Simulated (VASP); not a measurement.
The input files of a VASP run:

INCAR:
```
# general
SYSTEM  = Cd
PREC    = Accurate
ENCUT   = 500
LREAL   = .FALSE.
LASPH   = .TRUE.

# electronic loop
EDIFF   = 1E-6
NELM    = 100
ALGO    = Normal
LMAXMIX = 4

# smearing
ISMEAR  = 1
SIGMA   = 0.1

# functional
GGA     = PS

# ions
IBRION  = 2
NSW     = 40
ISIF    = 3
EDIFFG  = -0.02
PSTRESS = 300

# output
LWAVE   = .FALSE.
LCHARG  = .FALSE.
```

POSCAR:
```
Cd
1
    1.4420049534    -2.4976267869     0.0000000000
    1.4420049534     2.4976267869     0.0000000000
    0.0000000000     0.0000000000     4.7620636891
Cd
2
Direct
  0.3333330000   0.6666670000   0.2500000000
  0.6666670000   0.3333330000   0.7500000000
```

### KPOINTS
```
Automatic mesh
0
Gamma
14 14 8
0 0 0
```

POTCAR, in this order: Cd (PBE.64 set). Program: vasp_std.

Write an equivalent input for Ansatz.

One equivalent input (not run):
Ansatz 0.2 input:
```yaml
crystal:
  lattice:
    - [1.4420050, -2.4976268, 0.0000000]
    - [1.4420050, 2.4976268, 0.0000000]
    - [0.0000000, 0.0000000, 4.7620637]
  atoms:
    - { symbol: Cd, position: [0.3333330, 0.6666670, 0.2500000] }
    - { symbol: Cd, position: [0.6666670, 0.3333330, 0.7500000] }
kpoints:
  mp_grid: { grid: [14, 14, 8] }
hamiltonian:
  xc: pbesol
  pseudopotentials: { kind: paw }
scf:
  occupations: { method: methfessel_paxton, width: 0.1 }
  max_iter: 100
relax:
  max_steps: 40
  f_tol: 0.02
  cell: { p_target: 30 }
output: { forces: true, stress: true, eigenvalues: true }
```
What does not carry over: each code has its own PAW files, so the cut-off isn't converted (ENCUT is set for VASP's; basis.ecutwfc is left out, and Ansatz then takes the one that its files recommend); Ansatz stops its SCF on the density residual and VASP on the energy change (EDIFF).

The compound is Cd in the hcp structure. This run relaxes it under an external pressure of 30 GPa. Symmetry was kept, so distortions that lower it aren't found.
